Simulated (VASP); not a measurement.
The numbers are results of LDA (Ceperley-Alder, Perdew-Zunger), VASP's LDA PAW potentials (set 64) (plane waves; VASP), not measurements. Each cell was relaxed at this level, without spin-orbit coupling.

**Question.** Which of these comes out without a gap?
(A) CdSe, P6_3mc (186)
(B) CuAu, P4/mmm (123)
(C) AlN, P6_3mc (186)
(D) BaO, Fm-3m (225)

**Answer.** B, CuAu, P4/mmm (123). The others have gaps of 1.70 eV (BaO, Fm-3m (225)), 4.39 eV (AlN, P6_3mc (186)), 0.50 eV (CdSe, P6_3mc (186)).
